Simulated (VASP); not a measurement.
Output of a VASP run:

### OSZICAR
```
       N       E                     dE             d eps       ncg     rms          rms(c)
DAV:   1     0.198532973670E+03    0.19853E+03   -0.12574E+04 19088   0.154E+03
DAV:   2    -0.149511045152E+02   -0.21348E+03   -0.21226E+03 19744   0.455E+02
DAV:   3    -0.219709834121E+02   -0.70199E+01   -0.70074E+01 24984   0.938E+01
DAV:   4    -0.220640641608E+02   -0.93081E-01   -0.93039E-01 22512   0.110E+01
DAV:   5    -0.220660954350E+02   -0.20313E-02   -0.20313E-02 26288   0.125E+00    0.189E+01
DAV:   6    -0.190043560301E+02    0.30617E+01   -0.18140E+01 20720   0.514E+01    0.493E+00
DAV:   7    -0.190254093620E+02   -0.21053E-01   -0.29927E-01 21400   0.743E+00    0.305E+00
DAV:   8    -0.190248713811E+02    0.53798E-03   -0.19280E-02 25496   0.168E+00    0.108E+00
DAV:   9    -0.190185072039E+02    0.63642E-02   -0.20122E-02 23096   0.133E+00    0.304E-01
DAV:  10    -0.190193330651E+02   -0.82586E-03   -0.25121E-03 27400   0.580E-01    0.134E-01
DAV:  11    -0.190195461965E+02   -0.21313E-03   -0.19830E-03 25216   0.255E-01    0.971E-02
DAV:  12    -0.190197135622E+02   -0.16737E-03   -0.33412E-03 23824   0.369E-01    0.475E-02
DAV:  13    -0.190197587584E+02   -0.45196E-04   -0.40478E-04 23680   0.144E-01    0.296E-02
DAV:  14    -0.190197745572E+02   -0.15799E-04   -0.17795E-04 23408   0.713E-02    0.163E-02
DAV:  15    -0.190197798486E+02   -0.52913E-05   -0.23252E-04 23744   0.878E-02    0.324E-03
DAV:  16    -0.190197806105E+02   -0.76198E-06   -0.12229E-05 22936   0.247E-02    0.176E-03
DAV:  17    -0.190197807272E+02   -0.11664E-06   -0.61760E-07  9616   0.911E-03
   1 F= -.19019781E+02 E0= -.19019781E+02  d E =0.000000E+00  mag=    -0.0000
```

### OUTCAR
```
------------------------ aborting loop because EDIFF is reached ----------------------------------------
  FORCE on cell =-STRESS in cart. coord.  units (eV):
  Direction    XX          YY          ZZ          XY          YZ          ZX
  --------------------------------------------------------------------------------------
  Total        0.9600091      0.4024769     -0.4064174      0.0000000      0.0000000      0.0000000
  in kB       66.4984848     27.8790126    -28.1519640      0.0000000      0.0000000      0.0000000
  external PRESSURE =      22.0751778 kB  Pullay stress =       0.0000000 kB
  volume of cell :       23.13
      direct lattice vectors                 reciprocal lattice vectors
     2.815965000  0.000000000  0.000000000     0.355118050  0.000000000  0.000000000
     0.000000000  2.844129000  0.000000000     0.000000000  0.351601492  0.000000000
     0.000000000  0.000000000  2.888003000     0.000000000  0.000000000  0.346260028
 POSITION                                       TOTAL-FORCE (eV/Angst)
 -----------------------------------------------------------------------------------
      0.00000      0.00000      0.00000         0.120051      0.000000      0.000000
      1.43214      1.42206      1.44400        -0.120051      0.000000      0.000000
 -----------------------------------------------------------------------------------
    total drift:                                0.000022      0.000000      0.000014
  FREE ENERGIE OF THE ION-ELECTRON SYSTEM (eV)
  ---------------------------------------------------
  free  energy   TOTEN  =       -19.0197807272 eV

  energy  without entropy=      -19.0197807272  energy(sigma->0) =      -19.01978073

 total charge

# of ion       s       p       d       tot
------------------------------------------
    1        0.440   6.407   4.211  11.058
    2        0.440   6.407   4.211  11.058
--------------------------------------------------
tot          0.880  12.814   8.421  22.116

 magnetization (x)

# of ion       s       p       d       tot
------------------------------------------
    1        0.012   0.007   0.967   0.986
    2       -0.012  -0.007  -0.967  -0.986
--------------------------------------------------
tot          0.000   0.000   0.000   0.000
```
(Selected blocks of OUTCAR.)

File POSCAR:
```
Cr
1
    2.8159650000     0.0000000000     0.0000000000
    0.0000000000     2.8441290000     0.0000000000
    0.0000000000     0.0000000000     2.8880030000
Cr
2
Direct
  0.0000000000   0.0000000000   0.0000000000
  0.5085770000   0.5000000000   0.5000000000
```

Q: Write an INCAR and KPOINTS that could have produced this output.

A: One answer among several that fit: the input of the run itself, PBE GGA, plane waves, VASP's PBE PAW potentials (set 64).

### INCAR
```
SYSTEM = Cr
PREC = Accurate
ENCUT = 400
EDIFF = 1E-6
NELM = 100
ALGO = Normal
LREAL = .FALSE.
LASPH = .TRUE.
ISMEAR = -4
GGA = PE
LMAXMIX = 4
ISPIN = 2
MAGMOM = 1.5 -1.5
LORBIT = 10
LWAVE = .FALSE.
LCHARG = .FALSE.
ISIF = 2
```

KPOINTS:
```
kpoints
0
Gamma
  12 12 11
```

POTCAR, in this order: Cr_pv (PBE.64 set). Program: vasp_std.

The compound is Cr in the bcc, AFM order structure. The cell was not relaxed at this level. The run is one of a series of settings (ISMEAR = -4, SIGMA removed against the base run), some of them coarse on purpose.
